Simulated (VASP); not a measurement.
Output of a VASP run:

### OSZICAR
```
       N       E                     dE             d eps       ncg     rms          rms(c)
DAV:   1     0.280603748908E+03    0.28060E+03   -0.16654E+04  7390   0.296E+03
DAV:   2     0.565841390321E+02   -0.22402E+03   -0.22125E+03  8276   0.602E+02
DAV:   3     0.274428730584E+02   -0.29141E+02   -0.28738E+02  8516   0.224E+02
DAV:   4     0.261436890115E+02   -0.12992E+01   -0.12771E+01 10152   0.584E+01
DAV:   5     0.261061611786E+02   -0.37528E-01   -0.37442E-01 11042   0.991E+00    0.105E+01
DAV:   6     0.292661697488E+02    0.31600E+01   -0.25177E+01  8704   0.864E+01    0.173E+00
DAV:   7     0.281923748618E+02   -0.10738E+01   -0.17953E+00  7446   0.197E+01    0.955E-01
DAV:   8     0.282407877796E+02    0.48413E-01   -0.36431E-01  7300   0.958E+00    0.716E-01
DAV:   9     0.281881071906E+02   -0.52681E-01   -0.81971E-02  8064   0.493E+00    0.146E-01
DAV:  10     0.281834380555E+02   -0.46691E-02   -0.13582E-02  7232   0.180E+00    0.125E-01
DAV:  11     0.281838205841E+02    0.38253E-03   -0.15588E-03  9412   0.654E-01    0.351E-02
DAV:  12     0.281834775189E+02   -0.34307E-03   -0.12098E-03  7382   0.542E-01    0.275E-02
DAV:  13     0.281834462261E+02   -0.31293E-04   -0.85698E-05  8708   0.155E-01    0.156E-02
DAV:  14     0.281834428065E+02   -0.34195E-05   -0.37318E-05  8158   0.118E-01    0.919E-03
DAV:  15     0.281834307715E+02   -0.12035E-04   -0.15057E-05  7174   0.507E-02    0.157E-03
DAV:  16     0.281834289740E+02   -0.17975E-05   -0.10812E-06  5712   0.124E-02    0.423E-04
DAV:  17     0.281834293180E+02    0.34398E-06   -0.25634E-07  5110   0.938E-03    0.110E-03
DAV:  18     0.281834290070E+02   -0.31096E-06   -0.10109E-07  3704   0.573E-03    0.641E-04
DAV:  19     0.281834289206E+02   -0.86411E-07   -0.26604E-08  3676   0.284E-03
   1 F= 0.28183429E+02 E0= 0.28183431E+02  d E =0.281834E+02
       N       E                     dE             d eps       ncg     rms          rms(c)
DAV:   1     0.281830614582E+02   -0.36755E-03   -0.97124E-03  8174   0.907E-01    0.895E-02
DAV:   2     0.281833171764E+02    0.25572E-03   -0.40418E-04  8346   0.273E-01    0.540E-02
DAV:   3     0.281834008434E+02    0.83667E-04   -0.18944E-04  8872   0.202E-01    0.687E-03
DAV:   4     0.281833931460E+02   -0.76975E-05   -0.89091E-05  7332   0.105E-01    0.540E-03
DAV:   5     0.281833926162E+02   -0.52980E-06   -0.54953E-06  7442   0.227E-02    0.307E-03
DAV:   6     0.281833928455E+02    0.22938E-06   -0.47357E-06  7862   0.211E-02    0.495E-04
DAV:   7     0.281833924197E+02   -0.42588E-06   -0.60248E-07  5920   0.574E-03    0.441E-04
DAV:   8     0.281833923955E+02   -0.24207E-07   -0.31343E-08  3838   0.177E-03
   2 F= 0.28183392E+02 E0= 0.28183419E+02  d E =-.365252E-04
```

### OUTCAR
```
------------------------ aborting loop because EDIFF is reached ----------------------------------------
  FORCE on cell =-STRESS in cart. coord.  units (eV):
  Direction    XX          YY          ZZ          XY          YZ          ZX
  --------------------------------------------------------------------------------------
  Total        1.3533823      1.3533823      1.3730166      0.0000000      0.0000000      0.0000000
  in kB       43.4845306     43.4845306     44.1153869      0.0000000      0.0000000      0.0000000
  external PRESSURE =      43.6948160 kB  Pullay stress =       0.0000000 kB
  volume of cell :       49.87
      direct lattice vectors                 reciprocal lattice vectors
    -2.845115426  2.845115426  1.540055965     0.000000000  0.175739794  0.324663526
     2.845115426 -2.845115426  1.540055965     0.175739794  0.000000000  0.324663526
     2.845115426  2.845115426 -1.540055965     0.175739794  0.175739794  0.000000000
 POSITION                                       TOTAL-FORCE (eV/Angst)
 -----------------------------------------------------------------------------------
      2.84512     -0.00000      0.77003        -0.000000      0.000000      0.000000
      2.84512      2.84512      1.54006         0.000000     -0.000000     -0.000000
 -----------------------------------------------------------------------------------
    total drift:                                0.000000     -0.000000      0.000000
  FREE ENERGIE OF THE ION-ELECTRON SYSTEM (eV)
  ---------------------------------------------------
  free  energy   TOTEN  =        28.1833923955 eV

  energy  without entropy=       28.1834721677  energy(sigma->0) =       28.18341899

 reached required accuracy - stopping structural energy minimisation
```
(Selected blocks of OUTCAR.)

POSCAR:
```
Sn
1
   -2.8464652466     2.8464652466     1.5385956939
    2.8464652466    -2.8464652466     1.5385956939
    2.8464652466     2.8464652466    -1.5385956939
Sn
2
Direct
  0.2500000000   0.7500000000   0.5000000000
  0.0000000000   0.0000000000   0.0000000000
```

Write an INCAR and KPOINTS that could have produced this output.

One answer among several that fit: the input of the run itself, revTPSS meta-GGA, plane waves, VASP's PBE PAW potentials (set 64).

**KPOINTS**
```
Automatic mesh
0
Gamma
13 13 13
0 0 0
```

### INCAR
```
! general
SYSTEM   =  Sn
PREC     =  Accurate
ENCUT    =  520
LREAL    =  .FALSE.   ! projection in real space or not
LASPH    =  .TRUE.   ! aspherical one-centre terms

! electronic loop
EDIFF    =  1E-7   ! SCF stop (eV)
NELM     =  100   ! most electronic steps
ALGO     =  Normal
LMAXMIX  =  4   ! l cut-off of mixed one-centre charges
LMIXTAU  =  .TRUE.

! smearing
ISMEAR   =  1   ! Methfessel-Paxton
SIGMA    =  0.1   ! width (eV)

! functional
METAGGA  =  RTPSS

! ions
IBRION   =  2
NSW      =  30
ISIF     =  4   ! ions and shape, fixed volume
EDIFFG   =  -0.01   ! ionic stop

! output
LWAVE    =  .FALSE.
LCHARG   =  .FALSE.
```

POTCAR, in this order: Sn_d (PBE.64 set). Program: vasp_std.

The compound is Sn in the beta structure. This cell is one point of a volume scan, at 0.94 of the reference volume. Symmetry was kept, so distortions that lower it aren't found.
